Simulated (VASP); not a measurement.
**A VASP study of GdAl2 (SCAN + U): structure first, properties next**

Wanted: the relaxed cell of GdAl2 and its properties. The steps: magnetic order: ferromagnetic, magnetic order: antiferromagnetic within the cell, magnetic order: antiferromagnetic, q = (0, 0, 1/2), magnetic order: antiferromagnetic, q = (1/2, 1/2, 0), the orders side by side, full relaxation (SCAN + U), density, ELF and potential (SCAN + U), band structure (SCAN + U), total and projected DOS (SCAN + U) and zone-centre phonons (SCAN + U). The start is a computed cell from the Materials Project.

Main program and level: VASP 6.6.1; SCAN, DFT+U (Gd f 5 eV), spin-polarised from a ferromagnetic start; plane waves and PAW (Gd, Al), in the first sound run; inputs show where later runs differ.

This is a report of a sequence of runs, with most program output left out.

## (1) The starting structure

It takes space group Fd-3m (No. 227, cubic). The conventional cell has a = 7.884 Å, b = 7.884 Å, c = 7.884 Å, α = 90.00°, β = 90.00°, γ = 90.00°. Nearest to Gd lie 12 Al at 3.27 Å and 4 Gd at 3.41 Å. Nearest to Al lie 6 Al at 2.79 Å and 6 Gd at 3.27 Å. Farther neighbours are not listed.

## (2) Magnetic order: ferromagnetic

The properties of a magnet depend on its order, so a few collinear patterns are compared first on the cell as listed, beginning with all moments parallel. SCAN adds the kinetic-energy density; it is numerically more delicate than r2SCAN. A Hubbard U penalises fractional filling of the localised shell, which semilocal functionals favour.

INCAR

```
SYSTEM = GdAl2
PREC = Accurate
ENCUT = 450
EDIFF = 1E-06
NELM = 150
ISMEAR = 1
SIGMA = 0.2
LREAL = .FALSE.
ALGO = Normal
METAGGA = SCAN
LASPH = .TRUE.
NBANDS = 42
ISPIN = 2
MAGMOM = 7 7 0 0 0 0
LDAU = .TRUE.
LDAUTYPE = 2
LDAUL = 3 -1
LDAUU = 5 0
LDAUJ = 0 0
LDAUPRINT = 1
LMAXMIX = 6
AMIX = 0.2
BMIX = 1E-04
AMIX_MAG = 0.8
BMIX_MAG = 1E-04
LORBIT = 11
LWAVE = .FALSE.
LCHARG = .FALSE.
KPAR = 8
ISIF = 2
```

POSCAR

```
GdAl2
1.0
    0.0000000000      3.9421939115      3.9421939115
    3.9421939115      0.0000000000      3.9421939115
    3.9421939115      3.9421939115      0.0000000000
Gd Al
2 4
Direct
    0.5000000000      0.5000000000      0.5000000000
    0.7500000000      0.7500000000      0.7500000000
    0.1250000000      0.1250000000      0.1250000000
    0.6250000000      0.1250000000      0.1250000000
    0.1250000000      0.6250000000      0.1250000000
    0.1250000000      0.1250000000      0.6250000000
```

KPOINTS

```
Automatic mesh
0
Gamma
5 5 5
0 0 0
```

Potentials, in the order of the species: Gd and Al (PBE family, release 64).

Run with:

```sh
$ mpirun -np 8 vasp_std
```

Wall time 99 s (8 MPI ranks of Intel Xeon 6975P-C (Granite Rapids), shared host); peak memory 2.8 GiB; 10 min of CPU time.

The k-mesh is coarse for a metal. The PAW data sets were made with PBE, which is usual practice but a small mismatch for other functionals.

This step gave:

```
SCF cycles                                        : 26
electrons                                         : 48
bands                                             : 42
irreducible k-points                              : 10
symmetry operations                               : 48
free energy (TOTEN)                               : -146.8061 eV
energy at zero smearing                           : -146.8072 eV
Fermi energy                                      : 5.873 eV
pressure                                          : -0.4441 GPa
moment of the cell, from the last line of the log : 15.56 μB
metallic                                          : yes
```

Spin moment in the PAW sphere by atom:

| atom | spin moment in the PAW sphere (μB) |
| --- | --- |
| Gd1 | 7.18 |
| Gd2 | 7.18 |
| Al3 | -0.02 |
| Al4 | -0.02 |
| Al5 | -0.02 |
| Al6 | -0.02 |

The run ends ferromagnetic with a largest moment of 7.18 μB, and the mesh shows no gap.

## (3) Magnetic order: antiferromagnetic within the cell

This step: SCAN, DFT+U (Gd f 5 eV), spin-polarised from an antiferromagnetic start; plane waves and PAW (Gd, Al) (VASP 6.6.1).

Next, a pattern with opposite moments.

INCAR, as its differences from that of step 2:

```diff
@@ -11,5 +11,5 @@
 LASPH = .TRUE.
-NBANDS = 42
+NBANDS = 33
 ISPIN = 2
-MAGMOM = 7 7 0 0 0 0
+MAGMOM = 7 -7 0 0 0 0
 LDAU = .TRUE.
```

POSCAR is that of step 2.

KPOINTS is that of step 2.

Run with:

```sh
$ mpirun -np 8 vasp_std
```

It took 84 s on 8 MPI ranks; peak memory 2.8 GiB; 8.9 min of CPU time.

This step gave:

| Property | Result |
| --- | --- |
| SCF cycles | 25 |
| bands | 33 |
| free energy (TOTEN) | -146.6370 eV |
| energy at zero smearing | -146.6327 eV |
| Fermi energy | 5.810 eV |
| pressure | -0.2252 GPa |

Spin moment in the PAW sphere by atom:

| atom | spin moment in the PAW sphere (μB) |
| --- | --- |
| Gd1 | 7.12 |
| Gd2 | -7.12 |
| Al3 | 0.00 |
| Al4 | 0.00 |
| Al5 | 0.00 |
| Al6 | 0.00 |

The energy lies +29.1 meV an atom from the first pattern. The run ends antiferromagnetic with a largest moment of 7.12 μB, and the mesh shows no gap.

## (4) Magnetic order: antiferromagnetic, q = (0, 0, 1/2)

System of this step: GdAl2. Symmetry: Fd-3m, No. 227, cubic system. Conventional cell: a = 7.884 Å, b = 7.884 Å, c = 7.884 Å, α = 90.00°, β = 90.00°, γ = 90.00°. Nearest to Gd lie 12 Al at 3.27 Å and 4 Gd at 3.41 Å. Nearest to Al lie 6 Al at 2.79 Å and 6 Gd at 3.27 Å. Nearest to Al lie 6 Al at 2.79 Å and 6 Gd at 3.27 Å. Farther neighbours are not listed.

Next, a pattern with opposite moments, which needs a doubled cell; q is given in the reciprocal vectors of the primitive cell.

INCAR, as its differences from that of step 3:

```diff
@@ -11,5 +11,5 @@
 LASPH = .TRUE.
-NBANDS = 33
+NBANDS = 66
 ISPIN = 2
-MAGMOM = 7 -7 0 0 0 0
+MAGMOM = 7 -7 7 -7 0 0 0 0 0 0 0 0
 LDAU = .TRUE.
```

POSCAR

```
GdAl2
1.0
    0.0000000000      3.9421939115      3.9421939115
    3.9421939115      0.0000000000      3.9421939115
    7.8843878230      7.8843878230      0.0000000000
Gd Al
4 8
Direct
    0.5000000000      0.5000000000      0.2500000000
    0.5000000000      0.5000000000      0.7500000000
    0.7500000000      0.7500000000      0.3750000000
    0.7500000000      0.7500000000      0.8750000000
    0.1250000000      0.1250000000      0.0625000000
    0.1250000000      0.1250000000      0.5625000000
    0.6250000000      0.1250000000      0.0625000000
    0.6250000000      0.1250000000      0.5625000000
    0.1250000000      0.6250000000      0.0625000000
    0.1250000000      0.6250000000      0.5625000000
    0.1250000000      0.1250000000      0.3125000000
    0.1250000000      0.1250000000      0.8125000000
```

KPOINTS is that of step 3.

Run with:

```sh
$ mpirun -np 8 vasp_std
```

Wall time 11 min (8 MPI ranks); peak memory 6 GiB; 83 min of CPU time.

This step gave:

* SCF cycles: 42
* electrons: 96
* bands: 66
* irreducible k-points: 19
* symmetry operations: 12
* free energy (TOTEN): -293.6037 eV
* energy at zero smearing: -293.6022 eV
* Fermi energy: 5.736 eV
* pressure: 0.08709 GPa

Spin moment in the PAW sphere by atom:

| atom | spin moment in the PAW sphere (μB) |
| --- | --- |
| Gd1 | 7.17 |
| Gd2 | -7.17 |
| Gd3 | 7.17 |
| Gd4 | -7.17 |
| Al5 | 0.00 |
| Al6 | 0.00 |
| Al7 | 0.00 |
| Al8 | 0.00 |
| Al9 | 0.00 |
| Al10 | 0.00 |
| Al11 | -0.02 |
| Al12 | 0.02 |

Force by atom:

| atom | x (eV/Å) | y (eV/Å) | z (eV/Å) | size |
| --- | --- | --- | --- | --- |
| Gd1 | 0.164 | 0.164 | -0.164 | 0.284 |
| Gd2 | 0.164 | 0.164 | -0.164 | 0.284 |
| Gd3 | -0.164 | -0.164 | 0.164 | 0.284 |
| Gd4 | -0.164 | -0.164 | 0.164 | 0.284 |
| Al5 | 0.000 | 0.000 | 0.000 | 0.000 |
| Al6 | 0.000 | 0.000 | 0.000 | 0.000 |
| Al7 | 0.000 | 0.000 | 0.000 | 0.000 |
| Al8 | 0.000 | 0.000 | 0.000 | 0.000 |
| Al9 | 0.000 | 0.000 | 0.000 | 0.000 |
| Al10 | 0.000 | 0.000 | 0.000 | 0.000 |
| Al11 | 0.000 | 0.000 | 0.000 | 0.000 |
| Al12 | 0.000 | 0.000 | 0.000 | 0.000 |

The energy lies +1.0 meV an atom from the first pattern. The run ends antiferromagnetic with a largest moment of 7.17 μB, and the mesh shows no gap.

## (5) Magnetic order: antiferromagnetic, q = (1/2, 1/2, 0)

INCAR, as its differences from that of step 4:

```diff
@@ -28,3 +28,4 @@
 LCHARG = .FALSE.
-KPAR = 8
+KPAR = 4
+NCORE = 2
 ISIF = 2
```

POSCAR

```
GdAl2
1.0
    3.9421939115      3.9421939115      0.0000000000
   -3.9421939115      3.9421939115      0.0000000000
    0.0000000000      0.0000000000      7.8843878230
Gd Al
4 8
Direct
    0.0000000000      0.0000000000      0.5000000000
    0.5000000000      0.5000000000      0.0000000000
    0.5000000000      0.0000000000      0.7500000000
    0.0000000000      0.5000000000      0.2500000000
    0.2500000000      0.0000000000      0.1250000000
    0.7500000000      0.5000000000      0.6250000000
    0.5000000000      0.2500000000      0.3750000000
    0.0000000000      0.7500000000      0.8750000000
    0.5000000000      0.7500000000      0.3750000000
    0.0000000000      0.2500000000      0.8750000000
    0.7500000000      0.0000000000      0.1250000000
    0.2500000000      0.5000000000      0.6250000000
```

KPOINTS

```
Automatic mesh
0
Gamma
4 4 3
0 0 0
```

Run with:

```sh
$ mpirun -np 8 vasp_std
```

The job ended after 6.5 min (8 MPI ranks; peak memory 3.1 GiB; 52 min of CPU time).

Numbers from this step:

- SCF cycles: 52
- irreducible k-points: 18
- symmetry operations: 8
- free energy (TOTEN): -293.5024 eV
- energy at zero smearing: -293.5079 eV
- Fermi energy: 5.881 eV
- pressure: -0.3434 GPa

Spin moment in the PAW sphere by atom:

| atom | spin moment in the PAW sphere (μB) |
| --- | --- |
| Gd1 | 7.13 |
| Gd2 | -7.13 |
| Gd3 | 7.13 |
| Gd4 | -7.13 |
| Al5 | 0.00 |
| Al6 | 0.00 |
| Al7 | 0.00 |
| Al8 | 0.00 |
| Al9 | 0.00 |
| Al10 | 0.00 |
| Al11 | 0.00 |
| Al12 | 0.00 |

Force by atom:

| atom | x (eV/Å) | y (eV/Å) | z (eV/Å) | size |
| --- | --- | --- | --- | --- |
| Gd1 | 0.000 | 0.000 | 0.275 | 0.275 |
| Gd2 | 0.000 | 0.000 | 0.275 | 0.275 |
| Gd3 | 0.000 | 0.000 | -0.275 | 0.275 |
| Gd4 | 0.000 | 0.000 | -0.275 | 0.275 |
| Al5 | 0.000 | 0.000 | 0.000 | 0.000 |
| Al6 | 0.000 | 0.000 | 0.000 | 0.000 |
| Al7 | 0.000 | 0.000 | 0.000 | 0.000 |
| Al8 | 0.000 | 0.000 | 0.000 | 0.000 |
| Al9 | 0.000 | 0.000 | 0.000 | 0.000 |
| Al10 | 0.000 | 0.000 | 0.000 | 0.000 |
| Al11 | 0.000 | 0.000 | 0.000 | 0.000 |
| Al12 | 0.000 | 0.000 | 0.000 | 0.000 |

The energy lies +8.9 meV an atom from the first pattern. The run ends antiferromagnetic with a largest moment of 7.13 μB, and the mesh shows no gap.

## (6) The orders side by side

This step: collinear orders at SCAN, DFT+U (Gd f 5 eV); plane waves and PAW (VASP 6.6.1).

Derived from the runs above.

Patterns, by row:

| start | atoms | energy less that of the first (meV/atom) | largest site moment (μB) | end state |
| --- | --- | --- | --- | --- |
| ferromagnetic | 6 | 0 | 7.18 | ferromagnetic |
| antiferromagnetic within the cell | 6 | 29.1 | 7.12 | antiferromagnetic |
| antiferromagnetic, q = (0, 0, 1/2) | 12 | 1 | 7.17 | antiferromagnetic |
| antiferromagnetic, q = (1/2, 1/2, 0) | 12 | 8.9 | 7.13 | antiferromagnetic |

The session goes on in the lowest magnetic state found: ferromagnetic. The next one lies 1.0 meV an atom higher. Differences this small don't decide the order on unrelaxed cells.

## (7) Full relaxation (SCAN + U)

This step: SCAN, DFT+U (Gd f 5 eV), spin-polarised from a ferromagnetic start; plane waves and PAW (Gd, Al) (VASP 6.6.1).

System of this step: GdAl2. The structure is cubic, space group Fd-3m (No. 227). The conventional cell has a = 7.884 Å, b = 7.884 Å, c = 7.884 Å, α = 90.00°, β = 90.00°, γ = 90.00°. Gd has 12 Al at 3.27 Å and 4 Gd at 3.41 Å nearest. Nearest to Al lie 6 Al at 2.79 Å and 6 Gd at 3.27 Å. Farther neighbours are not listed.

Properties are meant for the cell that this level of theory prefers, so cell and atoms are relaxed first (ISIF = 3) until forces and stress are small; EDIFFG sets the threshold.

INCAR, as its differences from that of step 5:

```diff
@@ -11,5 +11,5 @@
 LASPH = .TRUE.
-NBANDS = 66
+NBANDS = 42
 ISPIN = 2
-MAGMOM = 7 -7 7 -7 0 0 0 0 0 0 0 0
+MAGMOM = 7.18 7.18 -0.02 -0.02 -0.02 -0.02
 LDAU = .TRUE.
@@ -28,4 +28,6 @@
 LCHARG = .FALSE.
-KPAR = 4
-NCORE = 2
-ISIF = 2
+KPAR = 8
+IBRION = 2
+NSW = 60
+ISIF = 3
+EDIFFG = -0.01
```

POSCAR

```
GdAl2
1.0
    0.0000000000      3.9421939115      3.9421939115
    3.9421939115      0.0000000000      3.9421939115
    3.9421939115      3.9421939115      0.0000000000
Gd Al
2 4
Direct
    0.5000000000      0.5000000000      0.5000000000
    0.7500000000      0.7500000000      0.7500000000
    0.1250000000      0.1250000000      0.1250000000
    0.6250000000      0.1250000000      0.1250000000
    0.1250000000      0.6250000000      0.1250000000
    0.1250000000      0.1250000000      0.6250000000
```

KPOINTS

```
Automatic mesh
0
Gamma
5 5 5
0 0 0
```

Run with:

```sh
$ mpirun -np 8 vasp_std
```

It took 2.8 min on 8 MPI ranks; peak memory 3 GiB.

The magnetic order is the lowest of the few collinear ones that converged above; longer or canted patterns were not tried. The run keeps the 48 symmetry operations of its start, so it cannot find a distortion of lower symmetry.

Step by step:

| step | energy less that of the first step (eV) | largest force (eV/Å) | pressure (GPa) | volume (Å³) |
| --- | --- | --- | --- | --- |
| 1 | 0.0000 | 0.0000 | -0.45 | 122.53 |
| 2 | -0.0005 | 0.0000 | 0.23 | 121.53 |
| 3 | -0.0008 | 0.0000 | -0.02 | 121.92 |

| conventional cell, symmetrised | before | after | change |
| --- | --- | --- | --- |
| a (Å) | 7.884 | 7.871 | -0.2 % |
| b (Å) | 7.884 | 7.871 | -0.2 % |
| c (Å) | 7.884 | 7.871 | -0.2 % |
| volume (Å³/atom) | 20.42 | 20.32 | -0.5 % |

Final coordinates:

```xyz
6
Lattice="0.0000 3.9357 3.9357 3.9357 0.0000 3.9357 3.9357 3.9357 0.0000" Properties=species:S:1:pos:R:3 pbc="T T T"
Gd    3.9357    3.9357    3.9357
Gd    5.9035    5.9035    5.9035
Al    0.9839    0.9839    0.9839
Al    0.9839    2.9517    2.9517
Al    2.9517    0.9839    2.9517
Al    2.9517    2.9517    0.9839
```

This step gave:

| Quantity | Value |
| --- | --- |
| electrons | 48 |
| bands | 42 |
| irreducible k-points | 10 |
| symmetry operations | 48 |
| free energy (TOTEN) | -146.8069 eV |
| energy at zero smearing | -146.8079 eV |
| Fermi energy | 5.912 eV |
| pressure | -0.01774 GPa |
| moment of the cell, from the last line of the log | 15.57 μB |
| SCF cycles over all ionic steps | 54 |

Spin moment in the PAW sphere by atom:

| atom | spin moment in the PAW sphere (μB) |
| --- | --- |
| Gd1 | 7.18 |
| Gd2 | 7.18 |
| Al3 | -0.02 |
| Al4 | -0.02 |
| Al5 | -0.02 |
| Al6 | -0.02 |

It ends with forces that vanish by symmetry and a pressure of -0.02 GPa.

[end of part 1 of 3]

[Lines on the potential files, build, host, timing and source positions are cut from VASP's logs without a mark.]

[Logs are printed without paths, hosts, clocks, repeated set-up lines and the standing remarks that a program may print on its own settings, such as how far it seeks lower states.]

[Hosts, paths, dates, database ids (printed as entryN), source tags and the programs' standing remarks are cut or masked in the printed files.]

[A measured line is paired with the nearest computed mode of its activity, which favours agreement.]
